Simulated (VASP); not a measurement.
Here is the system:

```xyz
4
Lattice="3.9976 0.0000 0.0000 -1.9988 3.4621 0.0000 0.0000 0.0000 7.3587" Properties=species:S:1:pos:R:3 pbc="T T T"
Rh     0.0000     2.3080     0.0795
Rh     1.9988     1.1540     3.7588
Te     0.0000     2.3080     2.6800
Te     1.9988     1.1540     6.3593
```

The numbers are results of PBE GGA, VASP's PBE PAW potentials (set 64) (plane waves; VASP 6.6.1), not measurements. Run with 400 eV cut-off, Gaussian smearing of 0.050 eV, potentials Rh_pv Te.

Give the energies of bands 11 to 24 at the high-symmetry points, in eV from the Fermi level.

```
band      Γ      M      K      A      L      H
----  -----  -----  -----  -----  -----  -----
11    -4.08  -4.05  -4.26  -3.94  -3.91  -4.62
12    -4.08  -4.03  -4.26  -3.94  -3.91  -4.62
13    -3.76  -3.91  -3.93  -3.94  -3.73  -3.41
14    -3.76  -3.31  -3.93  -3.94  -3.73  -3.41
15    -2.14  -2.46  -2.38  -2.01  -1.90  -2.28
16    -2.14  -1.75  -2.20  -2.01  -1.90  -2.28
17    -1.95  -1.70  -2.14  -2.01  -1.74  -1.87
18    -1.92  -1.60  -2.14  -2.01  -1.74  -1.87
19    -1.92  -1.52  -1.38  -0.46  -1.52  -1.32
20     1.46  -1.42  -0.88  -0.46  -1.52  -1.32
21     1.46  -1.07  -0.88   2.13  -0.17  -0.65
22     2.31  -0.49  -0.14   2.13  -0.17  -0.65
23     3.00   0.21  -0.14   2.13   0.55   0.34
24     3.00   1.67   0.29   2.13   0.55   0.34
```

It has no gap at this level: it comes out as a metal or semimetal.

The structure was generated: RhTe was put into the wurtzite type (P6_3mc), which need not be its known phase. It was relaxed first, which changed the volume by -25 %.
